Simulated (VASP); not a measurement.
# CsTaP2S7 (P1) in VASP: single point with PBEsol

Aim: the single point of CsTaP2S7 with PBEsol.

Program: VASP 6.6.1. These are calculated values, not measurements. Logs are shortened: lines on timing, memory, paths and dates and some standing lists are left out, and cuts for length are marked.

### Step 1. The crystal as given

The typed cell holds 11 atoms: a = 6.173 Å, b = 6.387 Å, c = 6.788 Å, α = 82.54°, β = 85.08°, γ = 98.38°.

The cell was built by a generator and needn't be a form met in nature.

### Step 2. Single point, PBEsol

Contents of INCAR:

```
SYSTEM = CsTaP2S7
  PREC = Accurate
  ENCUT = 520
  EDIFF = 1E-6
  ISMEAR = -1
  SIGMA = 0.1
  LREAL = .FALSE.
  LASPH = .TRUE.
  NELM = 100
  ALGO = Fast
  ISIF = 2
  LWAVE = .FALSE.
  LCHARG = .FALSE.
  GGA = PS
  NBANDS = 47
```

Contents of KPOINTS:

```
Automatic mesh
0
Gamma
  3 3 3
  0.5 0 0.5
```

Contents of POSCAR:

```
CsTaP2S7
1.0
    4.0243288000      4.6809273600     -0.0011617000
    4.1829782400     -4.8242987400     -0.1303815000
    1.0143154000     -0.1063670900     -6.7112519300
P S Ta Cs
2 7 1 1
Direct
    0.9539840000      0.6641990000      0.5837720000
    0.3371660000      0.0800730000      0.4111400000
    0.6893610000      0.6031930000      0.8016950000
    0.3785490000      0.3445520000      0.2252330000
    0.8479570000      0.4918170000      0.3178350000
    0.4808330000      0.1714890000      0.6462590000
    0.1826170000      0.5461690000      0.7338860000
    0.4313120000      0.8060210000      0.2877400000
    0.0146010000      0.9967170000      0.4475180000
    0.4955110000      0.4936730000      0.4786530000
    0.8890330000      0.1151820000      0.9743310000
```

Potentials or basis: VASP PAW PBE potentials, release 64 (P, S, Ta_pv, Cs_sv).

Run with:

```console
> cat potpaw_PBE.64/P/POTCAR potpaw_PBE.64/S/POTCAR potpaw_PBE.64/Ta_pv/POTCAR potpaw_PBE.64/Cs_sv/POTCAR > POTCAR
> mpirun -np 1 vasp_std > vasp.out
```

OUTCAR:

```text
SYSTEM = CsTaP2S7
   PREC = Accurate
   ENCUT = 520
   EDIFF = 1E-6
   ISMEAR = -1
   LREAL = .FALSE.
   LASPH = .TRUE.
   NELM = 100
   ISIF = 2
   GGA = PS

 ion  position               nearest neighbor table
   1  0.954  0.664  0.584-   7 1.99   3 2.06   9 2.17   5 2.33  10 3.06
   2  0.337  0.080  0.411-   4 1.94   9 1.97   6 2.00   8 2.17  10 2.79
   3  0.689  0.603  0.802-   1 2.06  10 2.71
   4  0.379  0.345  0.225-   2 1.94  10 2.20
   5  0.848  0.492  0.318-   1 2.33  10 2.35
   6  0.481  0.171  0.646-   2 2.00  10 2.20
   7  0.183  0.546  0.734-   1 1.99  10 2.57
   8  0.431  0.806  0.288-   2 2.17  10 2.34
   9  0.015  0.997  0.448-   2 1.97   1 2.17
  10  0.496  0.494  0.479-   4 2.20   6 2.20   8 2.34   5 2.35   7 2.57   3 2.71   2 2.79   1 3.06

  11  0.889  0.115  0.974-

  LATTYP: Found a triclinic cell.
 ALAT       =     8.6952377118
 B/A-ratio  =     0.7344895521
 C/A-ratio  =     1.0993166607
 COS(alpha) =     0.0019219592
 COS(beta)  =     0.5990434690
 COS(gamma) =     0.6330892568

  Lattice vectors:

 A1 = (  -3.1686628400,   4.7179316500,  -6.5808704300)
 A2 = (  -4.1829782400,   4.8242987400,   0.1303815000)
 A3 = (   5.0386442000,   4.5745602700,  -6.7124136300)

Analysis of symmetry for initial positions (statically):
=====================================================================
 Subroutine PRICEL returns:
 Original cell was already a primitive cell.

 Routine SETGRP: Setting up the symmetry group for a
 triclinic supercell.

 Subroutine GETGRP returns: Found  1 space group operations
 (whereof  1 operations were pure point group operations)
 out of a pool of  2 trial point group operations.

The static configuration has the point symmetry C_1 .

Analysis of symmetry for dynamics (positions and initial velocities):
=====================================================================
 Subroutine PRICEL returns:
 Original cell was already a primitive cell.

 Routine SETGRP: Setting up the symmetry group for a
 triclinic supercell.

 Subroutine GETGRP returns: Found  1 space group operations
 (whereof  1 operations were pure point group operations)
 out of a pool of  2 trial point group operations.

The dynamic configuration has the point symmetry C_1 .

[... 110 lines left out ...]
   NFREE  =      0    steps in history (QN), initial steepest desc. (CG)
   ISIF   =      2    stress and relaxation
   ISYM   =      2    0-nonsym 1-usesym 2-fastsym
   POTIM  = 0.5000    time-step for ionic-motion
   TEBEG  =    0.0;   TEEND  =   0.0 temperature during run
   PSTRESS=    0.0 pullay stress
   NELECT =      72.0000    total number of electrons
   NUPDOWN=      -1.0000    fix difference up-down
   EMIN   =  10.00;   EMAX   =-10.00  energy-range for DOS
   EFERMI =   0.00;   METHOD = LEGACY
   ISMEAR =    -1;   SIGMA  =   0.10  broadening in eV -4-tet -1-fermi 0-gaus
   EFERMI_NEDOS =   21; number of points for ismear=-14 and -15
   IALGO  =     68    algorithm
   IMIX   =      4    mixing-type and parameters
     AMIX     =   0.40;   BMIX     =  1.00
     AMIX_MAG =   1.60;   BMIX_MAG =  1.00
  volume/ion in A,a.u.               =      23.73       160.13
  Fermi-wavevector in a.u.,A,eV,Ry     =   1.065677  2.013838 15.451697  1.135668
  Thomas-Fermi vector in A             =   2.201237
   LORBIT       =      0    0 simple, 1 ext, 2 COOP (PROOUT), +10 PAW based schemes
   GGA     = PS    functional components
   LHFCALC =     F    Hartree Fock is set to
   AEXX    =    0.0000 exact exchange contribution
   IVDW    =     0    specifies the selected vdW correction
   LEPSILON=     F    determine dielectric tensor
   LRPA    =     F    only Hartree local field effects (RPA)
 non-spin polarized calculation
 RMM-DIIS sequential band-by-band and
  energy-cutoff  :      520.00
  volume of cell :      261.02
 maximum number of plane-waves:      7039
 NGX is ok and might be reduce to    48
   NGX = 23   NGY = 23   NGZ = 25

 number of electron      72.0000000 magnetization

 Free energy of the ion-electron system (eV)
  ---------------------------------------------------
  ext. energy  EPLUGINS =         0.00000000
  ---------------------------------------------------
  free energy    TOTEN  =       -59.89385630 eV

  energy without entropy =      -59.73814021  energy(sigma->0) =      -59.81599825

 E-fermi :   4.6699     XC(G=0):  -9.1637

 val. band max:        4.6336604831   @ k =   0.1667   0.3333   0.5000
 cond. band min:       4.7045342838   @ k =  -0.1667   0.3333   0.1667
 fundamental gap:      0.0708738007
 Fermi energy:         4.6698595065

 k-point     1 :       0.1667   -0.0000    0.1667
  band No.  band energies     occupation
      1     -30.8202      2.00000
      2     -30.7429      2.00000
      3     -30.6241      2.00000
      4     -17.4193      2.00000
      5     -13.3492      2.00000
      6     -11.7514      2.00000
[... 689 lines left out ...]
     46       8.0767      0.00000
     47       8.4006      0.00000

------------------------ aborting loop because EDIFF is reached ----------------------------------------

  FORCE on cell =-STRESS in cart. coord.  units (eV):
  Direction    XX          YY          ZZ          XY          YZ          ZX
  --------------------------------------------------------------------------------------
  -------------------------------------------------------------------------------------
  Total       18.2502138     13.2684638      8.2498868     -1.7189992     -5.7400661      2.0224968
  in kB      112.0207459     81.4425094     50.6382275    -10.5513050    -35.2328191     12.4141890
  external PRESSURE =      81.3671610 kB  Pullay stress =       0.0000000 kB

 VOLUME and BASIS-vectors are now :
 -----------------------------------------------------------------------------
  energy-cutoff  :      520.00
  volume of cell :      261.02
      direct lattice vectors                 reciprocal lattice vectors
     4.024328800  4.680927360 -0.001161700     0.123985698  0.107043016  0.017042237
     4.182978240 -4.824298740 -0.130381500     0.120353042 -0.103466075  0.019829583
     1.014315400 -0.106367090 -6.711251930    -0.002359596  0.001991538 -0.149391681

 POSITION                                       TOTAL-FORCE (eV/Angst)
 -----------------------------------------------------------------------------------
      7.20960      1.19914     -4.00555        -1.653608      0.046341      0.589808
      2.10884      1.14822     -2.77010        -1.080857      3.102939     -0.256558
      6.11053      0.23159     -5.45982         0.299171     -0.110608      1.064855
      3.19312      0.08578     -1.55696        -1.073677     -0.844671      4.022394
      5.79210      1.56275     -2.19818         1.857140     -0.031574     -0.992321
      3.30788      1.35469     -4.36012        -2.235264      2.347987     -2.766607
      3.76392     -1.85813     -4.99672         0.940120      0.905205     -0.014041
      5.39917     -1.90015     -2.03669         0.514656     -0.761223      0.875999
      4.68193     -4.78772     -3.13338        -1.610066     -2.064227     -0.784744
      4.54463     -0.11309     -3.27730         4.441875     -2.799894     -1.733068
      5.04784      3.50219     -6.55503        -0.399490      0.209725     -0.005717
 -----------------------------------------------------------------------------------
    total drift:                                0.000419      0.000148     -0.000226

  FREE ENERGIE OF THE ION-ELECTRON SYSTEM (eV)
  ---------------------------------------------------
  free  energy   TOTEN  =       -59.8938563018 eV

  energy  without entropy=      -59.7381402059  energy(sigma->0) =      -59.81599825
```

stdout:

```text
POSCAR found type information on POSCAR P S TaCs
 POSCAR found :  4 types and      11 ions
 scaLAPACK will be used
 -----------------------------------------------------------------------------
|                                                                             |
|                                                                             |
|     You enforced a specific xc type in the INCAR file but a different       |
|     I HOPE YOU KNOW WHAT YOU ARE DOING!                                     |
|                                                                             |
 -----------------------------------------------------------------------------

 LDA part: xc-table for (Slater+PW92), standard interpolation
 POSCAR, INCAR and KPOINTS ok, starting setup
 FFT: planning ... GRIDC
 FFT: planning ... GRID_SOFT
 FFT: planning ... GRID
 WAVECAR not read
 entering main loop
```

It took 3.2 min on 1 thread of Intel Xeon Platinum 8488C (Sapphire Rapids), shared host; peak memory 0.43 GiB.

Results:

```yaml
Free_energy: -59.8939 eV
Pressure: 8.1 GPa
Largest_force: 5.529 eV/Å
Band_gap_on_the_k_mesh: 0.07 eV, indirect (least direct gap 0.21 eV)
```

Forces on the atoms (eV/Å):
```
P   -1.654  0.046  0.590
P   -1.081  3.103 -0.257
S    0.299 -0.111  1.065
S   -1.074 -0.845  4.022
S    1.857 -0.032 -0.992
S   -2.235  2.348 -2.767
S    0.940  0.905 -0.014
S    0.515 -0.761  0.876
S   -1.610 -2.064 -0.785
Ta   4.442 -2.800 -1.733
Cs  -0.399  0.210 -0.006
```

Stress tensor (GPa, compression positive):
```
11.20 -1.06  1.24
-1.06  8.14 -3.52
 1.24 -3.52  5.06
```

Levels at points of the mesh, in eV from the valence-band top:
| k point | band 34 | band 35 | band 36 | band 37 | band 38 | band 39 |
| --- | --- | --- | --- | --- | --- | --- |
| (0.50, 0.00, 0.50) | -2.39 | -2.19 | -0.82 | 0.48 | 0.64 | 1.06 |

Caveat: the PAW data sets were made with another functional, which shifts forces and pressure a little; spin-orbit coupling is left out, which moves the levels of the heavy elements.
